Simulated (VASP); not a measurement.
# YSi2 (P6/mmm) in VASP: elastic constants with LDA

Aim: the elastic constants of YSi2 with LDA.

Program: VASP 6.6.1. These are calculated values, not measurements. Logs are shortened: lines on timing, memory, paths and dates and some standing lists are left out, and cuts for length are marked.

### 1 Starting point

Symmetry: P6/mmm, No. 191, hexagonal system. The conventional cell has a = 4.075 Å, b = 4.075 Å, c = 3.990 Å, α = 90.00°, β = 90.00°, γ = 120.00°. Y (site symmetry 6/mmm) is surrounded by 12 Si at 3.08 Å. Around Si (site symmetry -6m2) lie 3 Si at 2.35 Å.

The cell comes from a database or a generator and needn't be the stable form of this composition.

### 2 Elastic constants, LDA

Input file POSCAR:

```
YSi2
1.0
    4.0754858600      0.0000000000      0.0000000000
   -2.0377429300      3.5294742900      0.0000000000
    0.0000000000      0.0000000000      3.9901327200
Y Si
1 2
Direct
    0.0000000000      0.0000000000      0.0000000000
    0.3333333300      0.6666666700      0.5000000000
    0.6666666700      0.3333333300      0.5000000000
```

Input file INCAR.step1:

```
PREC = Accurate
ENCUT = 600
EDIFF = 1E-8
ISMEAR = 0
SIGMA = 0.1
LREAL = False
LASPH = True
NELM = 100
ALGO = Normal
ISIF = 3
LWAVE = False
LCHARG = False
IBRION = 2
NSW = 40
EDIFFG = -0.002
```

Input file INCAR.step2:

```
PREC = Accurate
ENCUT = 600
EDIFF = 1E-8
ISMEAR = 0
SIGMA = 0.1
LREAL = False
LASPH = True
NELM = 100
ALGO = Normal
ISIF = 3
LWAVE = False
LCHARG = False
IBRION = 6
NFREE = 2
POTIM = 0.015
NSW = 1
```

Input file KPOINTS:

```
Automatic mesh
0
Gamma
  6 6 6
```

Potentials or basis: VASP PAW LDA potentials, release 64 (Y_sv, Si).

Started as:

```console
$ cat potpaw_LDA.64/Y_sv/POTCAR potpaw_LDA.64/Si/POTCAR > POTCAR
$ cp INCAR.step1 INCAR
$ mpirun -np 1 vasp_std > vasp.out
$ cp CONTCAR POSCAR
$ cp INCAR.step2 INCAR
$ mpirun -np 1 vasp_std > vasp.out
```

OUTCAR:

```text
PREC = Accurate
   ENCUT = 600
   EDIFF = 1E-8
   ISMEAR = 0
   LREAL = False
   LASPH = True
   NELM = 100
   ISIF = 3
   IBRION = 6
   NFREE = 2
   POTIM = 0.015
   NSW = 1

 ion  position               nearest neighbor table
   1  0.000  0.000  0.000-   2 3.03   3 3.03   2 3.03   3 3.03   3 3.03   3 3.03   2 3.03   2 3.03
                             3 3.03   3 3.03   2 3.03   2 3.03
   2  0.333  0.667  0.500-   3 2.32   3 2.32   3 2.32   1 3.03   1 3.03   1 3.03   1 3.03   1 3.03
                             1 3.03
   3  0.667  0.333  0.500-   2 2.32   2 2.32   2 2.32   1 3.03   1 3.03   1 3.03   1 3.03   1 3.03
                             1 3.03

  LATTYP: Found a hexagonal cell.
 ALAT       =     4.0181778103
 C/A-ratio  =     0.9674670487

  Lattice vectors:

 A1 = (   4.0181778103,   0.0000000000,   0.0000000000)
 A2 = (  -2.0090889051,   3.4798440630,   0.0000000000)
 A3 = (   0.0000000000,   0.0000000000,   3.8874546274)

Analysis of symmetry for initial positions (statically):
=====================================================================
 Subroutine PRICEL returns:
 Original cell was already a primitive cell.

 Routine SETGRP: Setting up the symmetry group for a
 hexagonal supercell.

 Subroutine GETGRP returns: Found 24 space group operations
 (whereof 24 operations were pure point group operations)
 out of a pool of 24 trial point group operations.

The static configuration has the point symmetry D_6h.

Analysis of symmetry for dynamics (positions and initial velocities):
=====================================================================
 Subroutine PRICEL returns:
 Original cell was already a primitive cell.

 Routine SETGRP: Setting up the symmetry group for a
 hexagonal supercell.

 Subroutine GETGRP returns: Found 24 space group operations
 (whereof 24 operations were pure point group operations)
 out of a pool of 24 trial point group operations.

The dynamic configuration has the point symmetry D_6h.

 Subroutine INISYM returns: Found 24 space group operations
 (whereof 24 operations are pure point group operations),
 and found     1 'primitive' translations

----------------------------------------------------------------------------------------

                                     Primitive cell

  volume of cell :      54.3568

  direct lattice vectors                    reciprocal lattice vectors
     4.018177810  0.000000000  0.000000000     0.248869027  0.143684599  0.000000000
    -2.009088905  3.479844063  0.000000000     0.000000000  0.287369199  0.000000000
     0.000000000  0.000000000  3.887454627     0.000000000  0.000000000  0.257237729

  length of vectors
     4.018177810  4.018177812  3.887454627     0.287369199  0.287369199  0.257237729

  position of ions in fractional coordinates (direct lattice)
     0.000000000  0.000000000  0.000000000
     0.333333330  0.666666670  0.500000000
     0.666666670  0.333333330  0.500000000

  ion indices of the primitive-cell ions
   primitive index   ion index
                 1           1
                 2           2
                 3           3

----------------------------------------------------------------------------------------

 KPOINTS: Automatic mesh

Automatic generation of k-mesh.
 Grid dimensions read from file:
 generate k-points for:    6    6    6

 Generating k-lattice:

  Cartesian coordinates                     Fractional coordinates (reciprocal lattice)
     0.041478171  0.023947433  0.000000000     0.166666667  0.000000000  0.000000000
     0.000000000  0.047894866  0.000000000     0.000000000  0.166666667  0.000000000
     0.000000000  0.000000000  0.042872955     0.000000000  0.000000000  0.166666667

  Length of vectors
     0.047894866  0.047894866  0.042872955

  Shift w.r.t. Gamma in fractional coordinates (k-lattice)
     0.000000000  0.000000000  0.000000000

 Subroutine IBZKPT returns following result:
 ===========================================

 Found     28 irreducible k-points:
[... 74 lines left out ...]
   IVDW    =     0    specifies the selected vdW correction
   LEPSILON=     F    determine dielectric tensor
   LRPA    =     F    only Hartree local field effects (RPA)
 finite differences with symmetry
 non-spin polarized calculation
 Gauss-broadening in eV      SIGMA  =   0.10
  energy-cutoff  :      600.00
  volume of cell :       54.36
 maximum number of plane-waves:      1832
   NGX = 17   NGY = 17   NGZ = 15

--------------------------------------- Ionic step        1  -------------------------------------------

 number of electron      19.0000000 magnetization

 Free energy of the ion-electron system (eV)
  ---------------------------------------------------
  ext. energy  EPLUGINS =         0.00000000
  ---------------------------------------------------
  free energy    TOTEN  =       -20.74996014 eV

  energy without entropy =      -20.73893202  energy(sigma->0) =      -20.74444608

------------------------ aborting loop because EDIFF is reached ----------------------------------------

  FORCE on cell =-STRESS in cart. coord.  units (eV):
  Direction    XX          YY          ZZ          XY          YZ          ZX
  --------------------------------------------------------------------------------------
  -------------------------------------------------------------------------------------
  Total       -0.0004445     -0.0004445     -0.0048223      0.0000000     -0.0000000      0.0000000
  in kB       -0.0131018     -0.0131018     -0.1421390      0.0000000     -0.0000000      0.0000000
  external PRESSURE =      -0.0561142 kB  Pullay stress =       0.0000000 kB
[... 92 lines left out ...]
  FREE ENERGIE OF THE ION-ELECTRON SYSTEM (eV)
  ---------------------------------------------------
  free  energy   TOTEN  =       -20.7449580743 eV

  energy  without entropy=      -20.7359200172  energy(sigma->0) =      -20.74043905

[... ionic steps 4 to 18 ...]

--------------------------------------- Ionic step       19  -------------------------------------------

 number of electron      19.0000000 magnetization

------------------------ aborting loop because EDIFF is reached ----------------------------------------
[... 69 lines left out ...]
--------------------------------------- Ionic step       21  -------------------------------------------

 number of electron      19.0000000 magnetization

 Free energy of the ion-electron system (eV)
  ---------------------------------------------------
  ext. energy  EPLUGINS =         0.00000000
  ---------------------------------------------------
  free energy    TOTEN  =       -20.74963112 eV

  energy without entropy =      -20.73861539  energy(sigma->0) =      -20.74412325

 E-fermi :   7.5494     XC(G=0): -10.9431

 val. band max:        7.5445763409   @ k =   0.0000   0.0000   0.5000
 cond. band min:       7.5579510459   @ k =  -0.1667   0.5000   0.1667
 fundamental gap:      0.0133747050
 Fermi energy:         7.5493893905

 k-point     1 :       0.0000    0.0000    0.0000
  band No.  band energies     occupation
      1     -34.7855      2.00000
      2     -14.9464      2.00000
      3     -14.9213      2.00000
      4     -14.9213      2.00000
      5      -4.8972      2.00000
      6       3.8892      2.00000
      7       3.8892      2.00000
      8       5.3387      2.00000
      9       5.9080      2.00000
     10       6.3526      2.00000
     11       8.5172      0.00000
     12       8.5172      0.00000
     13      10.0521      0.00000
[... 354 lines left out ...]
  band No.  band energies     occupation
      1     -34.7664      2.00000
      2     -15.1312      2.00000
      3     -15.0396      2.00000
      4     -14.9319      2.00000
      5      -3.0419      2.00000
      6       0.7158      2.00000
      7       2.7773      2.00000
      8       3.0691      2.00000
      9       5.2420      2.00000
     10       7.0049      2.00000
     11       9.5538      0.00000
     12      10.0143      0.00000
     13      11.4084      0.00000

 [... further k-points ...]

------------------------ aborting loop because EDIFF is reached ----------------------------------------

  FORCE on cell =-STRESS in cart. coord.  units (eV):
  Direction    XX          YY          ZZ          XY          YZ          ZX
  --------------------------------------------------------------------------------------
  -------------------------------------------------------------------------------------
  Total        0.0008994      0.0008994     -0.0021960      0.0000000      0.0000000      0.0000000
  in kB        0.0265094      0.0265094     -0.0647273      0.0000000      0.0000000      0.0000000
  external PRESSURE =      -0.0039028 kB  Pullay stress =       0.0000000 kB
[... 18 lines left out ...]
  FREE ENERGIE OF THE ION-ELECTRON SYSTEM (eV)
  ---------------------------------------------------
  free  energy   TOTEN  =       -20.7496311164 eV

  energy  without entropy=      -20.7386153925  energy(sigma->0) =      -20.74412325

 INTERNAL STRAIN TENSORS FROM STRAINED CELLS
 ============================================

 INTERNAL STRAIN TENSOR FOR ION    1 for displacements in x,y,z  (eV/Angst):
          X           Y           Z          XY          YZ          ZX
  --------------------------------------------------------------------------------
  x     0.00000    -0.00000    -0.00000     0.00000     0.00000     0.00000
  y     0.00000    -0.00000     0.00000     0.00000     0.00000     0.00000
  z     0.00000     0.00000     0.00000     0.00000    -0.00000     0.00000

 INTERNAL STRAIN TENSORS FROM DISPLACED ATOMS
 ============================================

 INTERNAL STRAIN TENSOR FOR ION    1 for displacements in x,y,z  (eV/Angst):
          X           Y           Z          XY          YZ          ZX
  --------------------------------------------------------------------------------
  x     0.00000     0.00000     0.00000     0.00000     0.00000     0.00000
  y     0.00000     0.00000     0.00000     0.00000     0.00000     0.00000
  z     0.00000     0.00000     0.00000     0.00000     0.00000     0.00000

 INTERNAL STRAIN TENSOR FOR ION    3 for displacements in x,y,z  (eV/Angst):
          X           Y           Z          XY          YZ          ZX
  --------------------------------------------------------------------------------
  x     0.00000     0.00000     0.00000     4.75899     0.00000     0.00000
  y     4.75899    -4.75899     0.00000     0.00000     0.00000     0.00000
  z     0.00000     0.00000     0.00000     0.00000     0.00000     0.00000

 Eigenvectors and eigenvalues of the dynamical matrix
 ----------------------------------------------------

   1 f  =   13.056002 THz    82.033282 2PiTHz  435.501359 cm-1    53.995263 meV
             X         Y         Z           dx          dy          dz
      0.000000  0.000000  0.000000    -0.000000   -0.000000   -0.000000
     -0.000000  2.319896  1.943727    -0.000000   -0.707107    0.000000
      2.009089  1.159948  1.943727     0.000000    0.707107    0.000000
[... 43 lines left out ...]
   9 f/i=    0.000834 THz     0.005241 2PiTHz    0.027822 cm-1     0.003449 meV
             X         Y         Z           dx          dy          dz
      0.000000  0.000000  0.000000     0.245639   -0.743401   -0.000000
     -0.000000  2.319896  1.943727     0.138014   -0.417685   -0.000000
      2.009089  1.159948  1.943727     0.138014   -0.417685   -0.000000

--------------------------------------------------------------------------------------------------------

 ELASTIC MODULI CONTR FROM IONIC RELAXATION (kBar)
 Direction    XX          YY          ZZ          XY          YZ          ZX
 --------------------------------------------------------------------------------
 XX         -68.1588     68.1588      0.0000     -0.0000      0.0000      0.0000
 YY          68.1588    -68.1588      0.0000      0.0000      0.0000      0.0000
 ZZ           0.0000      0.0000      0.0000      0.0000      0.0000      0.0000
 XY          -0.0000      0.0000      0.0000    -68.1588      0.0000      0.0000
 YZ           0.0000      0.0000      0.0000      0.0000      0.0000      0.0000
 ZX           0.0000      0.0000      0.0000      0.0000      0.0000      0.0000
 --------------------------------------------------------------------------------

 TOTAL ELASTIC MODULI (kBar)
 Direction    XX          YY          ZZ          XY          YZ          ZX
 --------------------------------------------------------------------------------
 XX        1329.9375   1347.9453    525.6625     -0.0000      0.0000      0.0000
 YY        1347.9453   1329.9375    525.6625      0.0000      0.0000      0.0000
 ZZ         525.6625    525.6625   1498.5006      0.0000      0.0000      0.0000
 XY          -0.0000      0.0000      0.0000     -9.0039      0.0000      0.0000
 YZ           0.0000      0.0000      0.0000      0.0000    475.1718      0.0000
 ZX           0.0000      0.0000      0.0000      0.0000      0.0000    475.1718
 --------------------------------------------------------------------------------
```

It took 4.1 min on 1 thread of Intel Xeon 6975P-C (Granite Rapids), shared host; peak memory 0.26 GiB.

What came out:

| Item | Value |
| --- | --- |
| Relaxed volume | 18.12 Å³/atom |
| Relaxed cell | a = 4.018 Å, b = 4.018 Å, c = 3.887 Å, α = 90.00°, β = 90.00°, γ = 120.00° |
| Space group after relaxing (to 0.05 Å) | P6/mmm (No. 191) |
| Voigt bulk modulus | 100 GPa |
| Highest phonon frequency at Γ, LO-TO splitting left out | 436 cm⁻¹ |

Step by step:
```csv
step,energy change (eV),largest force (eV/Å),pressure (GPa),volume (Å³)
1,0.0000,0.0000,-4.72,57.40
2,-0.0293,0.0000,3.25,52.84
3,-0.0449,0.0000,-0.05,54.46
4,-0.0449,0.0000,0.05,54.41
5,-0.0464,0.0000,0.09,54.34
6,-0.0467,0.0000,0.13,54.28
7,-0.0467,0.0000,0.13,54.28
8,-0.0467,0.0000,-0.09,54.40
9,-0.0467,0.0000,0.00,54.36
```

Final structure:
```xyz
3
Lattice="4.0182 0.0000 0.0000 -2.0091 3.4798 0.0000 0.0000 0.0000 3.8875" Properties=species:S:1:pos:R:3 pbc="T T T"
Y     0.0000    0.0000    0.0000
Si    0.0000    2.3199    1.9437
Si    2.0091    1.1599    1.9437
```

Phonon frequencies in cm⁻¹ (negative: imaginary):
| q point | frequencies |
| --- | --- |
| (0.000, 0.000, 0.000) | 0 0 0 113 170 170 267 436 436 |

Elastic tensor in Voigt notation (GPa, in the Cartesian axes of the cell as first typed):
```
133 135  53   0   0   0
135 133  53   0   0   0
 53  53 150   0   0   0
  0   0   0  48   0   0
  0   0   0   0  48   0
  0   0   0   0   0  -1
```

Clamped-ion elastic tensor (GPa):
```
140 128  53   0   0   0
128 140  53   0   0   0
 53  53 150   0   0   0
  0   0   0  48   0   0
  0   0   0   0  48   0
  0   0   0   0   0   6
```

Caveat: the elastic tensor has a negative eigenvalue, so either the cell is unstable as it stands or the mesh is too thin.
